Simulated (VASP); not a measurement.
# What spin-orbit coupling changes in Te2Mo

Aim: run bands, DOS and a relaxation of Te2Mo twice, without and with spin-orbit coupling. All runs use LDA. Left out of this account: 1 further run (self-consistent run: a reference on another mesh). The start is a cell from a database of measured crystal structures.

Calculated with VASP 6.6.1; LDA; plane waves and PAW (Te, Mo_sv), in the first sound run; inputs show where later runs differ.

## 1. The starting structure

The structure is hexagonal, space group P6_3/mmc (No. 194). The conventional cell has a = 3.518 Å, b = 3.518 Å, c = 13.974 Å, α = 90.00°, β = 90.00°, γ = 120.00°. Te has 3 Mo at 2.72 Å nearest. Nearest to Mo lie 6 Te at 2.72 Å. Farther neighbours and most contacts between anions are not listed.

## 2. Bands along the symmetry lines (LDA)

The mesh alone shows little of the dispersion and can miss band extrema, so KPOINTS_OPT adds a path through the symmetry points after the self-consistent cycle. LDA, the lowest rung, knows the local density alone.

INCAR

```
SYSTEM = Te2Mo
PREC = Accurate
ENCUT = 400
EDIFF = 1E-06
NELM = 100
ISMEAR = -1
SIGMA = 0.05
LREAL = .FALSE.
ALGO = Normal
GGA = CA
NBANDS = 42
LASPH = .TRUE.
LORBIT = 11
LWAVE = .FALSE.
LCHARG = .FALSE.
KPAR = 4
```

POSCAR

```
Te2Mo
1.0
    3.5182000000      0.0000000000      0.0000000000
   -1.7591000000      3.0468505756      0.0000000000
    0.0000000000      0.0000000000     13.9736000000
Te Mo
4 2
Direct
    0.3333333333      0.6666666667      0.6210000000
    0.6666666667      0.3333333333      0.1210000000
    0.3333333333      0.6666666667      0.8790000000
    0.6666666667      0.3333333333      0.3790000000
    0.3333333333      0.6666666667      0.2500000000
    0.6666666667      0.3333333333      0.7500000000
```

KPOINTS

```
Automatic mesh
0
Gamma
7 7 2
0 0 0
```

KPOINTS_OPT

```
Line mode
16
Line-mode
Reciprocal
  0.00000000   0.00000000   0.00000000 GAMMA
  0.50000000   0.00000000   0.00000000 M

  0.50000000   0.00000000   0.00000000 M
  0.33333333   0.33333333   0.00000000 K

  0.33333333   0.33333333   0.00000000 K
  0.00000000   0.00000000   0.00000000 GAMMA

  0.00000000   0.00000000   0.00000000 GAMMA
  0.00000000   0.00000000   0.50000000 A

  0.00000000   0.00000000   0.50000000 A
  0.50000000   0.00000000   0.50000000 L

  0.50000000   0.00000000   0.50000000 L
  0.33333333   0.33333333   0.50000000 H

  0.33333333   0.33333333   0.50000000 H
  0.00000000   0.00000000   0.50000000 A

  0.50000000   0.00000000   0.50000000 L
  0.50000000   0.00000000   0.00000000 M

  0.33333333   0.33333333   0.00000000 K
  0.33333333   0.33333333   0.50000000 H
```

Potentials, in the order of the species: Te and Mo_sv (LDA family, release 64).

Command:

```sh
> mpirun -np 4 vasp_std
```

The program printed:

```text
[banner, memory and clock lines left out]
running    4 mpi-ranks, on    1 nodes
 distrk:  each k-point on    1 cores,    4 groups
 distr:  one band on    1 cores,    1 groups

 POSCAR found type information on POSCAR TeMo
 POSCAR found :  2 types and       6 ions
 LDA part: xc-table for (Slater(with rela. corr.)+CA(PZ))
 , standard interpolation
 POSCAR, INCAR and KPOINTS ok, starting setup
 FFT: planning ... GRIDC
 FFT: planning ... GRID_SOFT
 FFT: planning ... GRID
 WAVECAR not read
 entering main loop
       N       E                     dE             d eps       ncg     rms          rms(c)
DAV:   1     0.340989881384E+03    0.34099E+03   -0.23306E+04  1544   0.905E+02
DAV:   2    -0.251157764137E+02   -0.36611E+03   -0.34943E+03  1592   0.263E+02
DAV:   3    -0.423276196801E+02   -0.17212E+02   -0.16917E+02  1572   0.512E+01
DAV:   4    -0.426274023044E+02   -0.29978E+00   -0.29946E+00  1584   0.693E+00
DAV:   5    -0.426357293849E+02   -0.83271E-02   -0.83266E-02  1594   0.113E+00    0.222E+01
DAV:   6    -0.417515567835E+02    0.88417E+00   -0.47930E+00  1436   0.119E+01    0.872E+00
DAV:   7    -0.416457269881E+02    0.10583E+00   -0.33249E+00  1384   0.956E+00    0.629E+00
DAV:   8    -0.412229819755E+02    0.42275E+00   -0.75098E-01  1418   0.496E+00    0.192E+00
DAV:   9    -0.412269187118E+02   -0.39367E-02   -0.11306E-01  1558   0.128E+00    0.936E-01
DAV:  10    -0.412208089316E+02    0.61098E-02   -0.20673E-02  1454   0.791E-01    0.245E-01
DAV:  11    -0.412209233302E+02   -0.11440E-03   -0.13608E-03  1664   0.150E-01    0.169E-01
DAV:  12    -0.412209621219E+02   -0.38792E-04   -0.14187E-04  1510   0.520E-02    0.185E-01
DAV:  13    -0.412208636730E+02    0.98449E-04   -0.36158E-04  1450   0.101E-01    0.428E-03
DAV:  14    -0.412208645542E+02   -0.88116E-06   -0.11244E-05  1540   0.150E-02    0.132E-02
DAV:  15    -0.412208645272E+02    0.27033E-07   -0.15907E-07   782   0.199E-03
   1 F= -.41220865E+02 E0= -.41220849E+02  d E =-.301278E-04
 Start KPOINTS_OPT (optional k-point list driver)
k-point batch [1-16\144]
       N       E                     dE             ncg
DAV:   1    -0.185918277502E+03   -0.11676E+05     1552
DAV:   2    -0.614136720788E+04   -0.59554E+04     1616
DAV:   3    -0.642130816447E+04   -0.27994E+03     1574
DAV:   4    -0.642640769738E+04   -0.50995E+01     1566
DAV:   5    -0.642655268974E+04   -0.14499E+00     1634
DAV:   6    -0.642655571009E+04   -0.30203E-02     1616
DAV:   7    -0.642655585335E+04   -0.14327E-03     1620
DAV:   8    -0.642655586076E+04   -0.74050E-05     1176
DAV:   9    -0.642655586122E+04   -0.46177E-06     1020
[...]
k-point batch [129-144\144]
       N       E                     dE             ncg
DAV:   1    -0.886887190679E+03   -0.28434E+05     1592
DAV:   2    -0.635777100378E+04   -0.54709E+04     1574
DAV:   3    -0.662290007003E+04   -0.26513E+03     1574
DAV:   4    -0.662749124062E+04   -0.45912E+01     1470
DAV:   5    -0.662760799997E+04   -0.11676E+00     1502
DAV:   6    -0.662761244801E+04   -0.44480E-02     1498
DAV:   7    -0.662761265603E+04   -0.20802E-03     1506
DAV:   8    -0.662761266616E+04   -0.10130E-04     1200
DAV:   9    -0.662761266668E+04   -0.51768E-06      872
```

Wall time 45 s (4 MPI ranks of Intel Xeon 6975P-C (Granite Rapids), shared host); peak memory 1.1 GiB; 2.6 min of CPU time.

Lines that name or quote the potential files are left out of all logs, and their timing lines are given in words.

Parts of OUTCAR (step 2):

```text
ion  position               nearest neighbor table
   1  0.333  0.667  0.621-   6 2.72   6 2.72   6 2.72   3 3.61
   2  0.667  0.333  0.121-   5 2.72   5 2.72   5 2.72   4 3.61
   3  0.333  0.667  0.879-   6 2.72   6 2.72   6 2.72   1 3.61
   4  0.667  0.333  0.379-   5 2.72   5 2.72   5 2.72   2 3.61
   5  0.333  0.667  0.250-   2 2.72   4 2.72   2 2.72   4 2.72   2 2.72   4 2.72
   6  0.667  0.333  0.750-   1 2.72   3 2.72   1 2.72   3 2.72   1 2.72   3 2.72

  LATTYP: Found a hexagonal cell.
 ALAT       =     3.5182000000
 C/A-ratio  =     3.9718037633

 Subroutine GETGRP returns: Found 24 space group operations
 (whereof 12 operations were pure point group operations)

The static configuration has the point symmetry D_3d.
 The point group associated with its full space group is D_6h.

 Found     16 irreducible k-points:

   k-points           NKPTS =     16   k-points in BZ     NKDIM =     16   number of bands    NBANDS=     42

   dimension x,y,z NGX =    24 NGY =   24 NGZ =   96
   dimension x,y,z NGXF=    48 NGYF=   48 NGZF=  192

   ENCUT  =  400.0 eV  29.40 Ry    5.42 a.u.   5.74  5.74 22.79*2*pi/ulx,y,z

   NELECT =      52.0000    total number of electrons

 k-points in reciprocal lattice and weights: Automatic mesh
   0.00000000  0.00000000  0.00000000       0.010
   0.14285714 -0.00000000  0.00000000       0.061
   0.28571429  0.00000000  0.00000000       0.061
   0.42857143  0.00000000  0.00000000       0.061
   0.14285714  0.14285714  0.00000000       0.061
   0.28571429  0.14285714  0.00000000       0.122
   0.42857143  0.14285714  0.00000000       0.061
   0.28571429  0.28571429  0.00000000       0.061
   0.00000000  0.00000000  0.50000000       0.010
[...]
0.42857143  0.14285714  0.50000000       0.061
   0.28571429  0.28571429  0.50000000       0.061

 average (electrostatic) potential at core
       1 -86.9762       2 -86.9762       3 -86.9762       4 -86.9762       5 -73.5503
       6 -73.5503

 E-fermi :   8.3728

 k-point     1 :       0.0000    0.0000    0.0000
  band No.  band energies     occupation
    ...
     22       6.9473      2.00000
     23       6.9824      2.00000
     24       6.9824      2.00000
     25       7.7100      2.00000
     26       8.0173      1.99837
     27      10.8974      0.00000
     28      10.8974      0.00000
     29      11.0279      0.00000
     30      11.0279      0.00000
     31      11.1241      0.00000
    ...

 k-point     2 :       0.1429   -0.0000    0.0000
  band No.  band energies     occupation
    ...
     22       6.6455      2.00000
     23       6.8660      2.00000
     24       7.0054      2.00000
     25       7.6945      2.00000
     26       7.8687      1.99992
     27      10.0435      0.00000
     28      10.1919      0.00000
     29      10.2523      0.00000
     30      10.3058      0.00000
     31      10.5400      0.00000
    ...

 k-point     3 :       0.2857    0.0000    0.0000
  band No.  band energies     occupation
    ...
     22       6.8137      2.00000
     23       6.9197      2.00000
     24       6.9772      2.00000
     25       6.9873      2.00000
     26       7.0215      2.00000
     27       9.0840      0.00000
     28       9.6855      0.00000
     29       9.7293      0.00000
     30       9.9712      0.00000
     31       9.9887      0.00000
    ...

  Total       -2.7925840     -2.7925840     -2.6079847      0.0000000      0.0000000      0.0000000
  in kB      -29.8701117    -29.8701117    -27.8955958      0.0000000      0.0000000      0.0000000
  external PRESSURE =     -29.2119397 kB  Pullay stress =       0.0000000 kB

  energy-cutoff  :      400.00
  volume of cell :      149.79
      direct lattice vectors                 reciprocal lattice vectors
     3.518200000  0.000000000  0.000000000     0.284236257  0.164103880  0.000000000
    -1.759100000  3.046850576  0.000000000     0.000000000  0.328207759  0.000000000
     0.000000000  0.000000000 13.973600000     0.000000000  0.000000000  0.071563520

 POSITION                                       TOTAL-FORCE (eV/Angst)
 -----------------------------------------------------------------------------------
     -0.00000      2.03123      8.67761        -0.000000     -0.000000      0.238528
      1.75910      1.01562      1.69081         0.000000     -0.000000      0.238528
     -0.00000      2.03123     12.28279        -0.000000     -0.000000     -0.238528
      1.75910      1.01562      5.29599         0.000000     -0.000000     -0.238528
     -0.00000      2.03123      3.49340         0.000000     -0.000000     -0.000000
      1.75910      1.01562     10.48020        -0.000000      0.000000     -0.000000
 -----------------------------------------------------------------------------------
    total drift:                               -0.000000      0.000000     -0.000000

  FREE ENERGIE OF THE ION-ELECTRON SYSTEM (eV)
  ---------------------------------------------------
  free  energy   TOTEN  =       -41.2208645272 eV

  energy  without entropy=      -41.2208343994  energy(sigma->0) =      -41.22084946

 total charge
# of ion       s       p       d       tot
------------------------------------------
    1        1.391   1.983   0.067   3.441
    2        1.391   1.983   0.067   3.441
    3        1.391   1.983   0.067   3.441
    4        1.391   1.983   0.067   3.441
    5        2.259   6.147   4.003  12.409
    6        2.259   6.147   4.003  12.409
--------------------------------------------------
tot         10.082  20.226   8.275  38.583

[... 3 further parts left out ...]
```

Spin-orbit coupling is off here; with elements this heavy it splits and shifts levels by tenths of an eV or more. At this level the cell is under a tension of 2.9 GPa, so at these settings it is away from equilibrium.

Numbers from this step:

```
SCF cycles                        : 15
electrons                         : 52
bands                             : 42
irreducible k-points              : 16
symmetry operations               : 24
free energy (TOTEN)               : -41.22 eV
Fermi energy                      : 8.373 eV
pressure                          : -2.921 GPa
metallic                          : no
least gap on mesh and path        : 0.6721 eV
least direct gap on mesh and path : 1.035 eV
valence top at k                  : 0, 0, 0
conduction bottom at k            : 0.2, 0.2, 0
least direct gap at k             : 0.3333, 0.3333, 0
```

Electronic bands along the path, in eV, zero at the valence-band top; v1 is the highest filled band, c1 the lowest empty one:

```tsv
point	v4	v3	v2	v1	c1	c2	c3	c4
Γ	-1.03	-1.03	-0.31	0.00	2.88	2.88	3.01	3.01
0.53 of the way	-1.15	-1.09	-0.98	-0.92	1.10	1.73	1.76	1.92
M	-1.01	-0.96	-0.61	-0.32	1.24	1.30	1.43	1.76
0.53 of the way	-1.92	-1.62	-0.53	-0.28	1.14	1.27	1.69	1.78
K	-1.82	-1.82	-0.34	-0.10	0.94	0.94	1.13	2.16
0.53 of the way	-1.07	-0.90	-0.72	-0.68	0.89	1.57	1.63	1.63
Γ	-1.03	-1.03	-0.31	0.00	2.88	2.88	3.01	3.01
0.47 of the way	-1.04	-1.04	-0.21	-0.02	2.89	2.89	2.97	2.97
A	-1.05	-1.05	-0.08	-0.08	2.92	2.92	2.92	2.92
0.47 of the way	-1.27	-1.27	-0.80	-0.80	1.50	1.50	2.08	2.08
L	-0.96	-0.96	-0.47	-0.47	1.26	1.26	1.61	1.61
0.53 of the way	-1.88	-1.88	-0.40	-0.40	1.22	1.22	1.80	1.80
H	-1.98	-1.98	-0.24	-0.24	0.94	0.94	1.60	1.60
0.53 of the way	-1.03	-1.03	-0.74	-0.74	1.17	1.17	1.75	1.75
A	-1.05	-1.05	-0.08	-0.08	2.92	2.92	2.92	2.92
jump to L	-0.96	-0.96	-0.47	-0.47	1.26	1.26	1.61	1.61
0.47 of the way	-0.99	-0.96	-0.56	-0.37	1.25	1.28	1.49	1.72
M	-1.01	-0.96	-0.61	-0.32	1.24	1.30	1.43	1.76
jump to K	-1.82	-1.82	-0.34	-0.10	0.94	0.94	1.13	2.16
0.53 of the way	-1.90	-1.90	-0.31	-0.15	0.94	0.94	1.29	1.95
H	-1.98	-1.98	-0.24	-0.24	0.94	0.94	1.60	1.60
```

Of the projections kept (Te, Mo), the largest for each band there; the rest of the weight can lie on other orbitals:

```tsv
point	v4	v3	v2	v1	c1	c2	c3	c4
Γ	Mo 0.78	Mo 0.78	Te 0.94	Mo 0.78	Te 0.72	Te 0.72	Te 0.75	Te 0.75
M	Mo 0.65	Mo 0.78	Te 0.81	Te 0.75	Mo 0.95	Mo 0.93	Mo 0.93	Mo 0.93
K	Te 0.56	Te 0.56	Mo 0.90	Mo 0.86	Mo 0.94	Mo 0.94	Mo 0.80	Mo 0.76
Γ	Mo 0.78	Mo 0.78	Te 0.94	Mo 0.78	Te 0.72	Te 0.72	Te 0.75	Te 0.75
A	Mo 0.78	Mo 0.78	Mo 0.65	Mo 0.65	Te 0.73	Te 0.73	Te 0.73	Te 0.73
L	Mo 0.72	Mo 0.72	Te 0.78	Te 0.78	Mo 0.94	Mo 0.94	Mo 0.93	Mo 0.93
```

Force by atom:

```tsv
atom	x (eV/Å)	y (eV/Å)	z (eV/Å)	size
Te1	0.000	0.000	0.239	0.239
Te2	0.000	0.000	0.239	0.239
Te3	0.000	0.000	-0.239	0.239
Te4	0.000	0.000	-0.239	0.239
Mo5	0.000	0.000	0.000	0.000
Mo6	0.000	0.000	0.000	0.000
```

The gap is 0.67 eV, indirect, from Γ to a point between the labelled ones.

[end of part 1 of 4]

[Lines on the potential files, build, host, timing and source positions are cut from VASP's logs without a mark.]

[Logs are printed without paths, hosts, clocks, repeated set-up lines and the standing remarks that a program may print on its own settings, such as how far it seeks lower states.]

[Hosts, paths, dates, database ids (printed as entryN), source tags and the programs' standing remarks are cut or masked in the printed files.]

[A measured line is paired with the nearest computed mode of its activity, which favours agreement.]
